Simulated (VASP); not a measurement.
Given:

```xyz
8
Lattice="0.0288 4.4106 4.4051 4.4106 0.0288 4.4051 2.2197 2.2197 0.0000" Properties=species:S:1:pos:R:3 pbc="T T T"
V      4.4395     4.4395     8.8102
N      2.2197     2.2197     2.1942
N      4.4434     2.2158     4.4051
N      2.2158     4.4434     4.4051
N      4.4395     4.4395     6.6160
Hf     2.2341     4.4250     6.6077
Hf     4.4250     2.2341     6.6077
Hf     2.2197     2.2197     4.4051
```

All values below come from PBEsol GGA, VASP's PBE PAW potentials (set 64) (plane waves; VASP). Settings: 520 eV cut-off, 7×7×13 Γ-centred mesh, tetrahedra with Blöchl corrections, potentials V_sv N Hf_pv.

Unless said otherwise, spin-orbit coupling is left out, though it shifts the bands of the heavy elements here.

### Question
Estimate the energy per atom (σ→0), band gap (on the k-mesh) with the smallest direct gap where there is one.

### Answer

```json
{
 "band gap (on the k-mesh)": "none (metal, semimetal or under 0.01 eV)",
 "energy per atom (σ→0)": "-11.159 eV/atom"
}
```

Only differences to runs with the same potentials and settings are physical.

The structure was generated: Hf3VN4 was put into an ordered model structure (Cmmm), which need not be its known phase. It was relaxed first. The run is not spin-polarised, so no magnetic state was tried. The electron count is odd and the run is not spin-polarised, which forces a metal.
